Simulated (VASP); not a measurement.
TiGa (space group P4/mmm): computed properties

Calculation: PBEsol GGA, VASP's PBE PAW potentials (set 64) (plane waves; VASP).

```yaml
space_group: P4/mmm (123)
cell: a = 2.772 Å, b = 2.772 Å, c = 3.912 Å, α = 90.00°, β = 90.00°, γ = 90.00°
volume_per_atom: 15.03 Å³/atom
band gap (over mesh and band path): none (metal, semimetal or under 0.01 eV)
hill_bulk_modulus: 132 GPa
hill_shear_modulus: 844 kbar
Poisson's ratio: 0.236
band_gap_with_spin_orbit_coupling: none (metallic)
density: 6.50 g/cm³
optical Γ-point spectrum: 202 (×2), 277 cm⁻¹
C11: 249 GPa
C12: 51.5 GPa
C13: 91.7 GPa
C33: 217 GPa
C44: 120 GPa
C66: 49.0 GPa
```

```cif
data_GaTi
_chemical_formula_sum 'Ti1 Ga1'
_space_group_name_H-M_alt 'P 1'
_space_group_IT_number 1
_cell_length_a 2.77206
_cell_length_b 2.77206
_cell_length_c 3.91202
_cell_angle_alpha 90.000
_cell_angle_beta 90.000
_cell_angle_gamma 90.000
loop_
_space_group_symop_operation_xyz
  'x, y, z'
loop_
_atom_site_label
_atom_site_type_symbol
_atom_site_fract_x
_atom_site_fract_y
_atom_site_fract_z
_atom_site_occupancy
Ti1 Ti 0.50000 0.50000 0.50000 1
Ga1 Ga 0.00000 0.00000 0.00000 1
```

Finite-difference elastic constants of metals are sensitive to mesh and smearing; shear constants can be off by tens of GPa.

The structure comes from a computed database's TiGa entry (P4/mmm); how it stands against other phases isn't given here. It was relaxed first. Symmetry was kept, so distortions that lower it aren't found. The electron count is odd and the run is not spin-polarised, which forces a metal.
